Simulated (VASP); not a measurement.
Consider the following.

```yaml
crystal:
  lattice:
    - [5.26855, 2.63427, 2.63427]
    - [2.63427, 5.26855, 2.63427]
    - [2.63427, 2.63427, 5.26855]
  atoms:
    - { symbol: Mn, position: [0.00000, 0.00000, 0.00000], spin: 5.0 }
    - { symbol: Mn, position: [0.50000, 0.50000, 0.50000], spin: -5.0 }
    - { symbol: S, position: [0.25000, 0.25000, 0.25000] }
    - { symbol: S, position: [0.75000, 0.75000, 0.75000] }
```

The numbers are results of PBEsol GGA, VASP's PBE PAW potentials (set 64) (plane waves; VASP 6.6.1), not measurements. Numerical set-up: 300 eV cut-off, 4×4×4 Γ-centred mesh, Fermi-Dirac smearing of 0.020 eV, potentials Mn_pv S.

At this cut-off the stress carries a Pulay error, which pulls relaxed volumes low.

Estimate the cell moment, energy per atom (σ→0), pressure.

The cell moment is 0.00 μB and the energy per atom (σ→0) is -7.448 eV/atom. The pressure comes out as -9.10 GPa.

Give the moment on each site (PAW-sphere projection).

```json
[
 {"site": "Mn1", "moment (μB)": "4.23"},
 {"site": "Mn2", "moment (μB)": "-4.23"},
 {"site": "S3", "moment (μB)": "0.00"},
 {"site": "S4", "moment (μB)": "0.00"}
]
```

The structure is a typed MnS crystal (Fm-3m). The cell was not relaxed at this level. The k-mesh is coarse (spacing up to 0.49 per Å, 2π included), so the numbers may not be converged in it.
